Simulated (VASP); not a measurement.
An input for Quantum ESPRESSO's pw.x (written as the equivalent of a VASP run, and not itself run):

```
&CONTROL
  calculation = 'vc-relax'
  pseudo_dir = './pseudo'
  outdir = './out'
  tprnfor = .true.
  tstress = .true.
  nstep = 60
  forc_conv_thr = 0.00078
/
&SYSTEM
  ibrav = 0
  nat = 6
  ntyp = 2
  ecutwfc = 84
  occupations = 'smearing'
  smearing = 'gaussian'
  degauss = 0.003675
  input_dft = 'pw91'
/
&ELECTRONS
  conv_thr = 7.3e-08
  electron_maxstep = 100
/
&IONS
/
&CELL
/
ATOMIC_SPECIES
  Zn 65.380 Zn.upf
  F 18.998 F.upf
CELL_PARAMETERS angstrom
     4.7821862    0.0000000    0.0000000
     0.0000000    4.7821862    0.0000000
     0.0000000    0.0000000    3.1869266
ATOMIC_POSITIONS crystal
  Zn   0.0000000  0.0000000  0.0000000
  Zn   0.5000000  0.5000000  0.5000000
  F    0.3032438  0.3032438  1.0000000
  F    0.8032438  0.1967562  0.5000000
  F    0.1967562  0.8032438  0.5000000
  F    0.6967562  0.6967562  0.0000000
K_POINTS automatic
  4 4 6 0 0 0
```

**Question.** Translate this input to VASP (INCAR, KPOINTS, POSCAR, choice of POTCAR).

**Answer.** One answer among several that fit: 
File KPOINTS:
```
kpoints
0
G
4 4 6
0 0 0
```

### POSCAR
```
ZnF2
1
    4.7821861534     0.0000000000     0.0000000000
    0.0000000000     4.7821861534     0.0000000000
    0.0000000000     0.0000000000     3.1869266323
Zn F
2 4
Direct
  0.0000000000   0.0000000000   0.0000000000
  0.5000000000   0.5000000000   0.5000000000
  0.3032438194   0.3032438194   1.0000000000
  0.8032438194   0.1967561806   0.5000000000
  0.1967561806   0.8032438194   0.5000000000
  0.6967561806   0.6967561806   0.0000000000
```

### INCAR
```
! general
SYSTEM  = ZnF2
PREC    = Accurate
ENCUT   = 520
LREAL   = .FALSE.
LASPH   = .TRUE.

! electronic loop
EDIFF   = 1E-6
NELM    = 100
ALGO    = Normal
LMAXMIX = 4

! smearing
ISMEAR  = 0
SIGMA   = 0.05

! functional
GGA     = 91

! ions
IBRION  = 2
NSW     = 60
ISIF    = 3
EDIFFG  = -0.02

! output
LWAVE   = .FALSE.
LCHARG  = .FALSE.
```

POTCAR, in this order: Zn F (PBE.64 set). Program: vasp_std.

The two are equivalent in intent, not identical: the potentials are each code's own (VASP's PAW set, PseudoDojo norm-conserving files in pw.x), so ENCUT and ecutwfc are chosen apart and not converted; conv_thr bounds pw.x's estimated SCF error, while EDIFF bounds the energy change between steps; forc_conv_thr acts on force components and is met together with etot_conv_thr.

The compound is ZnF2 in the rutile structure. This run relaxes it. Symmetry was kept, so distortions that lower it aren't found. The start is the result of an earlier pass.
